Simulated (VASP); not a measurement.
Output of a VASP run:

OSZICAR:
```
       N       E                     dE             d eps       ncg     rms          rms(c)
DAV:   1     0.104429117567E+03    0.10443E+03   -0.98581E+03  1128   0.117E+03
DAV:   2    -0.594164987314E+02   -0.16385E+03   -0.16249E+03  1272   0.313E+02
DAV:   3    -0.729531823026E+02   -0.13537E+02   -0.13433E+02  1912   0.856E+01
DAV:   4    -0.732898401699E+02   -0.33666E+00   -0.33632E+00  1408   0.137E+01
DAV:   5    -0.733080893404E+02   -0.18249E-01   -0.18247E-01  1800   0.260E+00    0.125E+01
DAV:   6    -0.698577005967E+02    0.34504E+01   -0.46551E+01  1440   0.545E+01    0.121E+01
DAV:   7    -0.674588305297E+02    0.23989E+01   -0.29757E+01  1560   0.317E+01    0.553E+00
DAV:   8    -0.655618239768E+02    0.18970E+01   -0.29277E+00  1224   0.119E+01    0.181E+00
DAV:   9    -0.661502909299E+02   -0.58847E+00   -0.11255E+00  1288   0.718E+00    0.222E+00
DAV:  10    -0.659912942812E+02    0.15900E+00   -0.43928E-01  1120   0.486E+00    0.108E+00
DAV:  11    -0.662823280072E+02   -0.29103E+00   -0.32673E-01  1136   0.467E+00    0.455E-01
DAV:  12    -0.662842226666E+02   -0.18947E-02   -0.12383E-02  1344   0.103E+00    0.178E-01
DAV:  13    -0.662865254904E+02   -0.23028E-02   -0.18565E-03  1304   0.393E-01    0.119E-01
DAV:  14    -0.662855906012E+02    0.93489E-03   -0.46641E-04  1248   0.223E-01    0.652E-02
DAV:  15    -0.662868181416E+02   -0.12275E-02   -0.10634E-03  1176   0.320E-01    0.152E-02
DAV:  16    -0.662868471658E+02   -0.29024E-04   -0.12315E-04  1296   0.126E-01    0.136E-02
DAV:  17    -0.662868695787E+02   -0.22413E-04   -0.27161E-05  1496   0.564E-02    0.468E-03
DAV:  18    -0.662868689555E+02    0.62319E-06   -0.27426E-06  1128   0.151E-02
   1 F= -.66286869E+02 E0= -.66286699E+02  d E =-.662869E+02
       N       E                     dE             d eps       ncg     rms          rms(c)
DAV:   1    -0.662873536280E+02   -0.48405E-03   -0.11465E-02  1184   0.138E+00    0.187E-01
DAV:   2    -0.662875391527E+02   -0.18552E-03   -0.13072E-02  1504   0.876E-01    0.172E-01
DAV:   3    -0.662869010950E+02    0.63806E-03   -0.53928E-03  1496   0.440E-01    0.460E-02
DAV:   4    -0.662868837803E+02    0.17315E-04   -0.19939E-04  1544   0.113E-01    0.182E-02
DAV:   5    -0.662868877253E+02   -0.39450E-05   -0.22067E-05  1392   0.359E-02    0.150E-02
DAV:   6    -0.662868921870E+02   -0.44617E-05   -0.92698E-06  1432   0.247E-02    0.363E-03
DAV:   7    -0.662868950984E+02   -0.29114E-05   -0.61499E-06  1304   0.198E-02    0.259E-03
DAV:   8    -0.662868957442E+02   -0.64586E-06   -0.11861E-06   592   0.103E-02
   2 F= -.66286896E+02 E0= -.66286747E+02  d E =-.267887E-04
```

File OUTCAR:
```
------------------------ aborting loop because EDIFF is reached ----------------------------------------
  FORCE on cell =-STRESS in cart. coord.  units (eV):
  Direction    XX          YY          ZZ          XY          YZ          ZX
  --------------------------------------------------------------------------------------
  Total        0.0285812      0.0285812      0.0057582      0.0000000      0.0000000      0.0000000
  in kB        0.5409093      0.5409093      0.1089750      0.0000000      0.0000000      0.0000000
  external PRESSURE =       0.3969312 kB  Pullay stress =       0.0000000 kB
  volume of cell :       84.66
      direct lattice vectors                 reciprocal lattice vectors
     3.818509937  0.000000000  0.000000000     0.261882257  0.151197792 -0.000000000
    -1.909254969  3.306926601  0.000000000    -0.000000000  0.302395584 -0.000000000
     0.000000000  0.000000000  6.704222504    -0.000000000 -0.000000000  0.149159727
 POSITION                                       TOTAL-FORCE (eV/Angst)
 -----------------------------------------------------------------------------------
      3.81851      0.00000      0.00000        -0.000000     -0.000000      0.000000
      1.90926      1.10231      5.02130        -0.000000     -0.000000     -0.013052
     -0.00000      2.20462      1.68293         0.000000      0.000000      0.013052
 -----------------------------------------------------------------------------------
    total drift:                               -0.000000     -0.000000     -0.000000
  FREE ENERGIE OF THE ION-ELECTRON SYSTEM (eV)
  ---------------------------------------------------
  free  energy   TOTEN  =       -66.2868957442 eV

  energy  without entropy=      -66.2864502772  energy(sigma->0) =      -66.28674726

 reached required accuracy - stopping structural energy minimisation
```
(Selected blocks of OUTCAR.)

POSCAR:
```
TiTe2
1
    3.8190373978     0.0000000000     0.0000000000
   -1.9095186989     3.3073833952    -0.0000000000
    0.0000000000     0.0000000000     6.7110913074
Ti Te
1 2
Direct
  0.0000000000   1.0000000000   0.0000000000
  0.6666670000   0.3333330000   0.7489334671
  0.3333330000   0.6666670000   0.2510665329
```

**Question.** Write an INCAR and KPOINTS that could have produced this output.

**Answer.** This is not unique; one that fits is the input of the run itself, r2SCAN meta-GGA, plane waves, VASP's PBE PAW potentials (set 64).

### KPOINTS
```
Automatic mesh
0
Gamma
8 8 4
0 0 0
```

### INCAR
```
SYSTEM = TiTe2
PREC = Accurate
ENCUT = 400
EDIFF = 1E-6
NELM = 100
ALGO = Normal
LREAL = .FALSE.
LASPH = .TRUE.
ISMEAR = 1
SIGMA = 0.1
METAGGA = R2SCAN
LMIXTAU = .TRUE.
LMAXMIX = 4
LWAVE = .FALSE.
LCHARG = .FALSE.
IBRION = 2
ISIF = 3
NSW = 60
EDIFFG = -0.02
```

POTCAR, in this order: Ti_sv Te (PBE.64 set). Program: vasp_std.

The structure comes from a computed database's TiTe2 entry (P-3m1); how it stands against other phases isn't given here. This run relaxes it. Symmetry was kept, so distortions that lower it aren't found. The start is the result of an earlier pass.
